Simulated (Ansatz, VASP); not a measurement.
# CdC2: VASP beside Ansatz, part 2 of 3

Aim: how closely do two programs agree when they are given the same cell, functional and k mesh? The cell is generated by rule, not measured, and may not be a known phase. The cell is taken from a series of runs on this material, whose earlier steps may have relaxed, scaled, displaced or heated it; both programs get it as it stands.

VASP 6.6.1 and Ansatz 0.2.0.

So far: Starting point; VASP: zone-centre phonons, PBE.

## Step 2: VASP: zone-centre phonons, PBE (continued)

Level of this step: PBE; plane waves and PAW (Cd, C); invented cell (VASP).

OUTCAR, selected parts (step 2):

```text
ion  position               nearest neighbor table
   1  0.000  0.522  0.522-   3 2.19   5 2.19   5 2.59   3 2.59
   2  0.500  0.988  0.988-   6 2.18   4 2.19   4 2.86   4 2.86   6 2.86   6 2.86
   3  0.000  0.856  0.080-   5 1.25   1 2.19   1 2.59
   4  0.500  0.599  0.599-   6 1.25   2 2.19   2 2.86   2 2.86
   5  0.000  0.080  0.856-   3 1.25   1 2.19   1 2.59
   6  0.500  0.377  0.377-   4 1.25   2 2.18   2 2.86   2 2.86

  LATTYP: Found a base centered orthorhombic cell.
 ALAT       =     5.5863028992
 B/A-ratio  =     1.0071832121
 C/A-ratio  =     1.0592476034

 Subroutine GETGRP returns: Found  4 space group operations
 (whereof  4 operations were pure point group operations)

The static configuration has the point symmetry C_2v.

 Found     39 irreducible k-points:

   k-points           NKPTS =     39   k-points in BZ     NKDIM =     39   number of bands    NBANDS=     26

   dimension x,y,z NGX =    48 NGY =   32 NGZ =   32
   dimension x,y,z NGXF=    96 NGYF=   64 NGZF=   64

   ENCUT  =  600.0 eV  44.10 Ry    6.64 a.u.  11.82  7.92  7.92*2*pi/ulx,y,z

   NELECT =      40.0000    total number of electrons

 k-points in reciprocal lattice and weights: Automatic mesh
   0.00000000  0.00000000  0.00000000       0.007
   0.25000000  0.00000000  0.00000000       0.014
   0.50000000  0.00000000  0.00000000       0.007
   0.00000000  0.16666667  0.00000000       0.028
   0.25000000  0.16666667  0.00000000       0.056
   0.50000000  0.16666667  0.00000000       0.028
   0.00000000  0.33333333  0.00000000       0.028
   0.25000000  0.33333333  0.00000000       0.056
   0.50000000  0.33333333  0.00000000       0.028
[...]
0.25000000  0.50000000  0.50000000       0.014
   0.50000000  0.50000000  0.50000000       0.007

 average (electrostatic) potential at core
       1 -39.6458       2 -39.6618       3 -52.4850       4 -52.4233       5 -52.4850
       6 -52.4550

[...]
2     0.00000    -1.35644     0.00000
    3     0.00000     0.00000    -1.02788

 Eigenvectors and eigenvalues of the dynamical matrix
 ----------------------------------------------------

   1 f  =   58.440770 THz   367.194190 2PiTHz 1949.374269 cm-1   241.691497 meV
             X         Y         Z           dx          dy          dz
      0.000000  0.000000  2.936410     0.000000    0.000000   -0.000378
      2.958639  0.000000  5.561590     0.000000    0.000000   -0.000376
      0.000000  2.166450  2.632945    -0.000000   -0.044629    0.000252
      2.958639  0.000000  3.370947    -0.000000   -0.000000   -0.704814
      0.000000 -2.166450  2.632945    -0.000000    0.044629    0.000252
      2.958639  0.000000  2.119108    -0.000000    0.000000    0.706579

   2 f  =   58.077329 THz   364.910621 2PiTHz 1937.251176 cm-1   240.188426 meV
             X         Y         Z           dx          dy          dz
      0.000000  0.000000  2.936410     0.000000    0.000000   -0.005523
      2.958639  0.000000  5.561590    -0.000000   -0.000000    0.000039
      0.000000  2.166450  2.632945    -0.000000   -0.705637    0.008322
      2.958639  0.000000  3.370947    -0.000000    0.000000    0.044690
      0.000000 -2.166450  2.632945    -0.000000    0.705637    0.008322
      2.958639  0.000000  2.119108    -0.000000   -0.000000   -0.044570

   3 f  =   13.752306 THz    86.408290 2PiTHz  458.727567 cm-1    56.874944 meV
             X         Y         Z           dx          dy          dz
      0.000000  0.000000  2.936410     0.000000   -0.373959    0.000000
      2.958639  0.000000  5.561590    -0.000000    0.000847    0.000000
      0.000000  2.166450  2.632945     0.000000    0.584891   -0.296039
      2.958639  0.000000  3.370947     0.000000   -0.025981   -0.000000
      0.000000 -2.166450  2.632945    -0.000000    0.584891    0.296039
      2.958639  0.000000  2.119108    -0.000000   -0.002419   -0.000000

   4 f  =   13.549659 THz    85.135019 2PiTHz  451.967979 cm-1    56.036862 meV
             X         Y         Z           dx          dy          dz
      0.000000  0.000000  2.936410     0.000000   -0.000000    0.002214
      2.958639  0.000000  5.561590    -0.000000   -0.000000   -0.411181
      0.000000  2.166450  2.632945    -0.000000   -0.000125   -0.018446
      2.958639  0.000000  3.370947    -0.000000    0.000000    0.645215
      0.000000 -2.166450  2.632945    -0.000000    0.000125   -0.018446
      2.958639  0.000000  2.119108     0.000000   -0.000000    0.643383

   5 f  =   11.095634 THz    69.715924 2PiTHz  370.110510 cm-1    45.887834 meV
             X         Y         Z           dx          dy          dz
      0.000000  0.000000  2.936410     0.000000    0.092448   -0.000000
      2.958639  0.000000  5.561590     0.000000   -0.000525   -0.000000
      0.000000  2.166450  2.632945     0.000000   -0.142908   -0.316524
      2.958639  0.000000  3.370947     0.000000   -0.609150    0.000000
      0.000000 -2.166450  2.632945    -0.000000   -0.142908    0.316524
      2.958639  0.000000  2.119108    -0.000000    0.615767    0.000000

   6 f  =   10.853200 THz    68.192666 2PiTHz  362.023779 cm-1    44.885208 meV
             X         Y         Z           dx          dy          dz
      0.000000  0.000000  2.936410    -0.000000   -0.146391   -0.000000
      2.958639  0.000000  5.561590    -0.000000    0.000196   -0.000000
      0.000000  2.166450  2.632945    -0.000000    0.228748    0.558725
      2.958639  0.000000  3.370947    -0.000000   -0.358730    0.000000
      0.000000 -2.166450  2.632945     0.000000    0.228748   -0.558725
      2.958639  0.000000  2.119108     0.000000    0.347684    0.000000

   7 f  =    8.615406 THz    54.132192 2PiTHz  287.379008 cm-1    35.630440 meV
             X         Y         Z           dx          dy          dz
      0.000000  0.000000  2.936410    -0.098121    0.000000   -0.000000
      2.958639  0.000000  5.561590     0.095947   -0.000000    0.000000
      0.000000  2.166450  2.632945     0.490346   -0.000000   -0.000000
      2.958639  0.000000  3.370947    -0.601476    0.000000    0.000000
      0.000000 -2.166450  2.632945     0.490346   -0.000000    0.000000
      2.958639  0.000000  2.119108    -0.372176    0.000000    0.000000

   8 f  =    7.400152 THz    46.496528 2PiTHz  246.842512 cm-1    30.604557 meV
             X         Y         Z           dx          dy          dz
      0.000000  0.000000  2.936410    -0.000000   -0.000000    0.000000
      2.958639  0.000000  5.561590     0.000000   -0.000000    0.000000
      0.000000  2.166450  2.632945     0.707107   -0.000000    0.000000
      2.958639  0.000000  3.370947     0.000000   -0.000000    0.000000
      0.000000 -2.166450  2.632945    -0.707107   -0.000000   -0.000000
      2.958639  0.000000  2.119108    -0.000000    0.000000    0.000000

   9 f  =    7.382081 THz    46.382980 2PiTHz  246.239703 cm-1    30.529818 meV
             X         Y         Z           dx          dy          dz
      0.000000  0.000000  2.936410     0.009927    0.000000    0.000000
      2.958639  0.000000  5.561590    -0.031657   -0.000000   -0.000000
      0.000000  2.166450  2.632945    -0.063237   -0.000000   -0.000000
      2.958639  0.000000  3.370947    -0.600859    0.000000   -0.000000
      0.000000 -2.166450  2.632945    -0.063237   -0.000000    0.000000
      2.958639  0.000000  2.119108     0.793644    0.000000   -0.000000

  10 f  =    4.277483 THz    26.876221 2PiTHz  142.681488 cm-1    17.690242 meV
             X         Y         Z           dx          dy          dz
      0.000000  0.000000  2.936410    -0.000000    0.000000    0.313665
      2.958639  0.000000  5.561590     0.000000   -0.000000    0.109848
      0.000000  2.166450  2.632945     0.000000   -0.009071   -0.666673
      2.958639  0.000000  3.370947     0.000000   -0.000000    0.015666
      0.000000 -2.166450  2.632945     0.000000    0.009071   -0.666673
      2.958639  0.000000  2.119108    -0.000000   -0.000000    0.015183

  11 f  =    1.815419 THz    11.406613 2PiTHz   60.555852 cm-1     7.507965 meV
             X         Y         Z           dx          dy          dz
      0.000000  0.000000  2.936410    -0.000000    0.616544   -0.000000
      2.958639  0.000000  5.561590    -0.000000   -0.512804    0.000000
      0.000000  2.166450  2.632945     0.000000    0.188466    0.000322
      2.958639  0.000000  3.370947     0.000000   -0.377497    0.000000
      0.000000 -2.166450  2.632945     0.000000    0.188466   -0.000322
      2.958639  0.000000  2.119108     0.000000   -0.378633    0.000000

  12 f  =    1.553572 THz     9.761383 2PiTHz   51.821598 cm-1     6.425056 meV
             X         Y         Z           dx          dy          dz
      0.000000  0.000000  2.936410    -0.000000    0.000000    0.695586
      2.958639  0.000000  5.561590     0.000000   -0.000000   -0.641377
      0.000000  2.166450  2.632945     0.000000   -0.001514    0.106123
      2.958639  0.000000  3.370947     0.000000   -0.000000   -0.202950
      0.000000 -2.166450  2.632945     0.000000    0.001514    0.106123
      2.958639  0.000000  2.119108     0.000000   -0.000000   -0.202679

  13 f  =    1.424959 THz     8.953279 2PiTHz   47.531505 cm-1     5.893153 meV
             X         Y         Z           dx          dy          dz
      0.000000  0.000000  2.936410    -0.695054   -0.000000   -0.000000
      2.958639  0.000000  5.561590     0.704880   -0.000000    0.000000
      0.000000  2.166450  2.632945    -0.079228   -0.000000   -0.000000
      2.958639  0.000000  3.370947     0.055626   -0.000000    0.000000
      0.000000 -2.166450  2.632945    -0.079228   -0.000000   -0.000000
      2.958639  0.000000  2.119108     0.066299   -0.000000    0.000000
    [... 43 further lines ...]
      0.000000 -2.166450  2.632945    -0.000000    0.066576   -0.000007
      2.958639  0.000000  2.119108    -0.000000    0.560233    0.000000

 MACROSCOPIC STATIC DIELECTRIC TENSOR IONIC CONTRIBUTION
 ------------------------------------------------------
           0.029984     0.000000     0.000000
           0.000000     0.615988     0.000000
           0.000000     0.000000     9.490961
 ------------------------------------------------------

 ELASTIC MODULI CONTR FROM IONIC RELAXATION (kBar)
 Direction    XX          YY          ZZ          XY          YZ          ZX
 --------------------------------------------------------------------------------
 XX          -0.9404     20.0103     10.2478      0.0000     -0.0000      0.0000
 YY          20.0103  -1409.9622    143.3023     -0.0000      0.0000     -0.0000
 ZZ          10.2478    143.3023  -1430.9070     -0.0000     -0.0000      0.0000
 XY           0.0000     -0.0000     -0.0000    -55.2010     -0.0000      0.0000
 YZ           0.0000     -0.0000      0.0000     -0.0000    -51.5215      0.0000
 ZX           0.0000     -0.0000      0.0000      0.0000      0.0000    -53.2296
 --------------------------------------------------------------------------------

 PIEZOELECTRIC TENSOR IONIC CONTR  for field in x, y, z        (C/m^2)
          XX          YY          ZZ          XY          YZ          ZX
  --------------------------------------------------------------------------------
  x     0.00000    -0.00000     0.00000     0.00000    -0.00000     0.01935
  y    -0.00000     0.00000    -0.00000    -0.00000    -0.09659    -0.00000
  z     0.03296    -0.89490     1.02589     0.00000     0.00000    -0.00000
```

With imaginary modes the cell is no minimum, so the ionic parts of its dielectric, piezoelectric and elastic tensors have no meaning.

(Continued in part 3 of 3.)

[Lines on the potential files, build, host, timing and source positions are cut from VASP's logs without a mark.]

[Logs are printed without paths, hosts, clocks, repeated set-up lines and the standing remarks that a program may print on its own settings, such as how far it seeks lower states.]

[Hosts, paths, dates, database ids (printed as entryN), source tags and the programs' standing remarks are cut or masked in the printed files.]
